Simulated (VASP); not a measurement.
# Ge2PdF6 (Fm-3m) in VASP: single point with PBE

Aim: the single point of Ge2PdF6 with PBE.

All numbers are computed with VASP 6.6.1; they aren't measurements. Logs are shortened: lines on timing, memory, paths and dates and some standing lists are left out, and cuts for length are marked.

### 1 The cell of the first run

The structure is cubic, space group Fm-3m (No. 225). The conventional cell has a = 8.269 Å, b = 8.269 Å, c = 8.269 Å, α = 90.00°, β = 90.00°, γ = 90.00°. Ge (site symmetry -43m) is surrounded by 6 F at 2.07 Å. Around Pd (site symmetry m-3m) lie 12 F at 2.92 Å. F (site symmetry mmm) has 2 Ge at 2.07 Å as nearest neighbours.

The cell was built by a generator and needn't be a form met in nature.

### 2 Single point, PBE, collinear spin, typed start (ordered vacancies on the A sites of perovskite (Fm-3m, No. 225))

File INCAR:

```
SYSTEM = Ge2PdF6
ALGO = Normal ; EDIFF = 1E-6
ENCUT = 520 ; GGA = PE
ISIF = 2 ; ISMEAR = 0
ISPIN = 2 ; LASPH = .TRUE.
LCHARG = .FALSE. ; LMAXMIX = 4
LORBIT = 11 ; LREAL = .FALSE.
LWAVE = .FALSE. ; MAGMOM = 0 0 1 0 0 0 0 0 0
NBANDS = 54 ; NELM = 150
PREC = Accurate ; SIGMA = 0.1
```

File KPOINTS:

```
k-points
0
G
  4 4 4
  0 0 0
```

File POSCAR:

```
Ge2PdF6
1.0
    0.0000000000      4.1344678770      4.1344678770
    4.1344678770      0.0000000000      4.1344678770
    4.1344678770      4.1344678770      0.0000000000
Ge Pd F
2 1 6
Direct
    0.7500000000      0.7500000000      0.7500000000
    0.2500000000      0.2500000000      0.2500000000
    0.0000000000      0.0000000000      0.0000000000
    0.5000000000      0.0000000000      0.0000000000
    0.0000000000      0.5000000000      0.5000000000
    0.0000000000      0.5000000000      0.0000000000
    0.5000000000      0.0000000000      0.5000000000
    0.0000000000      0.0000000000      0.5000000000
    0.5000000000      0.5000000000      0.0000000000
```

Potentials or basis: VASP PAW PBE potentials, release 64 (Ge_d, Pd, F).

Command:

```sh
$ cat potpaw_PBE.64/Ge_d/POTCAR potpaw_PBE.64/Pd/POTCAR potpaw_PBE.64/F/POTCAR > POTCAR
$ mpirun -np 1 vasp_std > vasp.out
```

OUTCAR:

```text
SYSTEM = Ge2PdF6
   EDIFF = 1E-6
   ENCUT = 520
   GGA = PE
   ISIF = 2
   ISMEAR = 0
   ISPIN = 2
   LASPH = .TRUE.
   LORBIT = 11
   LREAL = .FALSE.
   NELM = 150
   PREC = Accurate

 ion  position               nearest neighbor table
   1  0.750  0.750  0.750-   4 2.07   5 2.07   6 2.07   7 2.07   8 2.07   9 2.07
   2  0.250  0.250  0.250-   4 2.07   5 2.07   6 2.07   7 2.07   8 2.07   9 2.07
   3  0.000  0.000  0.000-
   4  0.500  0.000  0.000-   1 2.07   2 2.07
   5  0.000  0.500  0.500-   1 2.07   2 2.07
   6  0.000  0.500  0.000-   1 2.07   2 2.07
   7  0.500  0.000  0.500-   1 2.07   2 2.07
   8  0.000  0.000  0.500-   1 2.07   2 2.07
   9  0.500  0.500  0.000-   1 2.07   2 2.07

  LATTYP: Found a face centered cubic cell.
 ALAT       =     8.2689357540

  Lattice vectors:

 A1 = (   0.0000000000,   4.1344678770,   4.1344678770)
 A2 = (   4.1344678770,   0.0000000000,   4.1344678770)
 A3 = (   4.1344678770,   4.1344678770,   0.0000000000)

Analysis of symmetry for initial positions (statically):
=====================================================================
 Subroutine PRICEL returns:
 Original cell was already a primitive cell.

 Routine SETGRP: Setting up the symmetry group for a
 face centered cubic supercell.

 Subroutine GETGRP returns: Found 48 space group operations
 (whereof 48 operations were pure point group operations)
 out of a pool of 48 trial point group operations.

The static configuration has the point symmetry O_h .

Analysis of symmetry for dynamics (positions and initial velocities):
=====================================================================
 Subroutine PRICEL returns:
 Original cell was already a primitive cell.

 Routine SETGRP: Setting up the symmetry group for a
 face centered cubic supercell.

 Subroutine GETGRP returns: Found 48 space group operations
 (whereof 48 operations were pure point group operations)
 out of a pool of 48 trial point group operations.

The dynamic configuration has the point symmetry O_h .

Analysis of structural, dynamic, and magnetic symmetry:
=====================================================================
 Subroutine PRICEL returns:
 Original cell was already a primitive cell.

 Routine SETGRP: Setting up the symmetry group for a
 face centered cubic supercell.

 Subroutine GETGRP returns: Found 48 space group operations
 (whereof 48 operations were pure point group operations)
 out of a pool of 48 trial point group operations.

The overall configuration has the point symmetry O_h .

 Subroutine INISYM returns: Found 48 space group operations
 (whereof 48 operations are pure point group operations),
 and found     1 'primitive' translations

----------------------------------------------------------------------------------------

                                     Primitive cell

  volume of cell :     141.3477

  direct lattice vectors                    reciprocal lattice vectors
     0.000000000  4.134467877  4.134467877    -0.120934547  0.120934547  0.120934547
     4.134467877  0.000000000  4.134467877     0.120934547 -0.120934547  0.120934547
     4.134467877  4.134467877  0.000000000     0.120934547  0.120934547 -0.120934547

  length of vectors
     5.847020545  5.847020545  5.847020545     0.209464780  0.209464780  0.209464780

  position of ions in fractional coordinates (direct lattice)
     0.750000000  0.750000000  0.750000000
     0.250000000  0.250000000  0.250000000
     0.000000000  0.000000000  0.000000000
     0.500000000  0.000000000  0.000000000
     0.000000000  0.500000000  0.500000000
     0.000000000  0.500000000  0.000000000
     0.500000000  0.000000000  0.500000000
     0.000000000  0.000000000  0.500000000
     0.500000000  0.500000000  0.000000000

  ion indices of the primitive-cell ions
   primitive index   ion index
                 1           1
                 2           2
                 3           3
[... 39 lines left out ...]
  0.500000  0.250000  0.000000     24.000000
 -0.250000  0.250000  0.000000     12.000000
  0.500000  0.500000  0.000000      3.000000
 -0.250000  0.500000  0.250000      6.000000
   k-points           NKPTS =      8   k-points in BZ     NKDIM =      8   number of bands    NBANDS=     54
   number of dos      NEDOS =    301   number of ions     NIONS =      9
   total plane-waves  NPLWV = 110592
   dimension x,y,z NGX =    48 NGY =   48 NGZ =   48
   dimension x,y,z NGXF=    96 NGYF=   96 NGZF=   96
   ions per type =               2   1   6
   NGX,Y,Z   is equivalent  to a cutoff of  13.65, 13.65, 13.65 a.u.
   NGXF,Y,Z  is equivalent  to a cutoff of  27.30, 27.30, 27.30 a.u.
 SYSTEM =  Ge2PdF6
   PREC   = accura    normal or accurate (medium, high low for compatibility)
   ISTART =      0    job   : 0-new  1-cont  2-samecut
   ICHARG =      2    charge: 1-file 2-atom 10-const
   ISPIN  =      2    spin polarized calculation?
   LNONCOLLINEAR =      F non collinear calculations
   LSORBIT =      F    spin-orbit coupling
   LASPH  =      T    aspherical Exc in radial PAW
   ENCUT  =  520.0 eV  38.22 Ry    6.18 a.u.  10.87 10.87 10.87*2*pi/ulx,y,z
   NELM   =    150;   NELMIN=  2; NELMDL= -5     # of ELM steps
   EDIFF  = 0.1E-05   stopping-criterion for ELM
   LREAL  =      F    real-space projection
[... 7 lines left out ...]
   TEBEG  =    0.0;   TEEND  =   0.0 temperature during run
   PSTRESS=    0.0 pullay stress
   NELECT =      80.0000    total number of electrons
   NUPDOWN=      -1.0000    fix difference up-down
   EMIN   =  10.00;   EMAX   =-10.00  energy-range for DOS
   EFERMI =   0.00;   METHOD = LEGACY
   ISMEAR =     0;   SIGMA  =   0.10  broadening in eV -4-tet -1-fermi 0-gaus
   EFERMI_NEDOS =   21; number of points for ismear=-14 and -15
   IALGO  =     38    algorithm
   IMIX   =      4    mixing-type and parameters
     AMIX     =   0.40;   BMIX     =  1.00
     AMIX_MAG =   1.60;   BMIX_MAG =  1.00
  volume/ion in A,a.u.               =      15.71       105.98
  Fermi-wavevector in a.u.,A,eV,Ry     =   1.354176  2.559022 24.950274  1.833793
  Thomas-Fermi vector in A             =   2.481370
   LORBIT       =     11    0 simple, 1 ext, 2 COOP (PROOUT), +10 PAW based schemes
   GGA     = PE    functional components
   LHFCALC =     F    Hartree Fock is set to
   AEXX    =    0.0000 exact exchange contribution
   IVDW    =     0    specifies the selected vdW correction
   LEPSILON=     F    determine dielectric tensor
   LRPA    =     F    only Hartree local field effects (RPA)
 spin polarized calculation
 Gauss-broadening in eV      SIGMA  =   0.10
  energy-cutoff  :      520.00
  volume of cell :      141.35
 maximum number of plane-waves:      3839
 NGX is ok and might be reduce to    48
   NGX = 21   NGY = 21   NGZ = 21

 number of electron      80.0000004 magnetization       0.5218048

 Free energy of the ion-electron system (eV)
  ---------------------------------------------------
  ext. energy  EPLUGINS =         0.00000000
  ---------------------------------------------------
  free energy    TOTEN  =       -39.32337185 eV

  energy without entropy =      -39.27542713  energy(sigma->0) =      -39.29939949

 E-fermi :   1.7493     XC(G=0):  -9.1290

 val. band max:        1.7270436079   @ k =   0.5000   0.2500   0.0000
 cond. band min:       1.7861870159   @ k =  -0.2500   0.5000   0.2500
 fundamental gap:      0.0591434080
 Fermi energy:         1.7493001481

 spin component 1

 k-point     1 :       0.0000    0.0000    0.0000
  band No.  band energies     occupation
      1     -23.6873      1.00000
      2     -23.6873      1.00000
      3     -23.3736      1.00000
      4     -23.3736      1.00000
      5     -23.3254      1.00000
      6     -23.3254      1.00000
[... 429 lines left out ...]
     51       9.9013      0.00000
     52      10.6217      0.00000
 Fermi energy:         1.7493001481

 spin component 2

 k-point     1 :       0.0000    0.0000    0.0000
  band No.  band energies     occupation
      1     -23.6911      1.00000
      2     -23.6911      1.00000
      3     -23.3772      1.00000
      4     -23.3772      1.00000
      5     -23.3294      1.00000
      6     -23.3294      1.00000
[... 429 lines left out ...]
     51       9.9497      0.00000
     52      10.6953      0.00000
 [bands above 52 left out]

------------------------ aborting loop because EDIFF is reached ----------------------------------------

  FORCE on cell =-STRESS in cart. coord.  units (eV):
  Direction    XX          YY          ZZ          XY          YZ          ZX
  --------------------------------------------------------------------------------------
  -------------------------------------------------------------------------------------
  Total        0.2820648      0.2820648      0.2820648     -0.0000000     -0.0000000     -0.0000000
  in kB        3.1972062      3.1972062      3.1972062     -0.0000000     -0.0000000     -0.0000000
  external PRESSURE =       3.1972062 kB  Pullay stress =       0.0000000 kB

 VOLUME and BASIS-vectors are now :
 -----------------------------------------------------------------------------
  energy-cutoff  :      520.00
  volume of cell :      141.35
      direct lattice vectors                 reciprocal lattice vectors
     0.000000000  4.134467877  4.134467877    -0.120934547  0.120934547  0.120934547
     4.134467877  0.000000000  4.134467877     0.120934547 -0.120934547  0.120934547
     4.134467877  4.134467877  0.000000000     0.120934547  0.120934547 -0.120934547

 POSITION                                       TOTAL-FORCE (eV/Angst)
 -----------------------------------------------------------------------------------
      6.20170      6.20170      6.20170         0.000000      0.000000     -0.000000
      2.06723      2.06723      2.06723        -0.000000     -0.000000     -0.000000
      0.00000      0.00000      0.00000        -0.000000      0.000000      0.000000
      0.00000      2.06723      2.06723        -0.000000      0.000000      0.000000
      4.13447      2.06723      2.06723        -0.000000      0.000000      0.000000
      2.06723      0.00000      2.06723        -0.000000      0.000000      0.000000
      2.06723      4.13447      2.06723        -0.000000      0.000000      0.000000
      2.06723      2.06723      0.00000        -0.000000      0.000000      0.000000
      2.06723      2.06723      4.13447        -0.000000      0.000000      0.000000
 -----------------------------------------------------------------------------------
    total drift:                                0.000000      0.000000      0.000000

  FREE ENERGIE OF THE ION-ELECTRON SYSTEM (eV)
  ---------------------------------------------------
  free  energy   TOTEN  =       -39.3233718511 eV

  energy  without entropy=      -39.2754271255  energy(sigma->0) =      -39.29939949

 total charge

# of ion       s       p       d       tot
------------------------------------------
    1        1.244   0.591  10.137  11.973
    2        1.244   0.591  10.137  11.973
    3        0.066   0.052   8.774   8.892
    4        1.753   4.303   0.000   6.056
    5        1.753   4.303   0.000   6.056
    6        1.753   4.303   0.000   6.056
    7        1.753   4.303   0.000   6.056
    8        1.753   4.303   0.000   6.056
    9        1.753   4.303   0.000   6.056
--------------------------------------------------
tot         13.069  27.053  29.049  69.172

 magnetization (x)

# of ion       s       p       d       tot
------------------------------------------
    1       -0.009  -0.003  -0.000  -0.012
    2       -0.009  -0.003  -0.000  -0.012
    3        0.001   0.000   0.551   0.553
    4       -0.001  -0.001   0.000  -0.001
    5       -0.001  -0.001   0.000  -0.001
    6       -0.001  -0.001   0.000  -0.001
    7       -0.001  -0.001   0.000  -0.001
    8       -0.001  -0.001   0.000  -0.001
    9       -0.001  -0.001   0.000  -0.001
--------------------------------------------------
tot         -0.020  -0.011   0.550   0.519
```

Wall time 2.3 min (1 thread of Intel Xeon Platinum 8375C at 2.90GHz (Ice Lake), shared host); peak memory 0.44 GiB.

Results:

* Free energy: -39.3234 eV
* Pressure: 0.3 GPa
* Band gap on the k mesh: none (metal or under the smearing width)
* Net moment: 0.52 μB per cell
* Site moments: Ge -0.01; Pd +0.55; F -0.00 μB
* Valence electrons inside the program's atomic spheres: Ge 11.97; Pd 8.89; F 6.06

Levels at points of the mesh, in eV from the Fermi level:
Spin up:
| k point | band 37 | band 38 | band 39 | band 40 | band 41 | band 42 | band 43 | band 44 |
| --- | --- | --- | --- | --- | --- | --- | --- | --- |
| (0.00, 0.00, 0.00) | -0.79 | -0.79 | -0.58 | -0.58 | 2.02 | 2.35 | 4.10 | 4.10 |
| (0.50, 0.00, 0.00) | -0.64 | -0.64 | -0.52 | -0.38 | -0.38 | 2.97 | 5.52 | 5.81 |
| (0.50, 0.50, 0.00) | -0.48 | -0.41 | -0.41 | -0.38 | 0.78 | 2.95 | 4.20 | 4.20 |
Spin down:
```
           k point  band 36  band 37  band 38  band 39  band 40  band 41  band 42  band 43  band 44  band 45
(0.00, 0.00, 0.00)    -0.35    -0.35    -0.35    -0.34    -0.34     2.16     2.33     4.10     4.10     4.10
(0.50, 0.00, 0.00)    -1.06    -0.30    -0.30    -0.10    -0.04    -0.04     3.11     5.53     5.81     5.81
(0.50, 0.50, 0.00)    -0.26    -0.24    -0.14     0.04     0.04     0.76     3.06     4.20     4.20     5.69
```
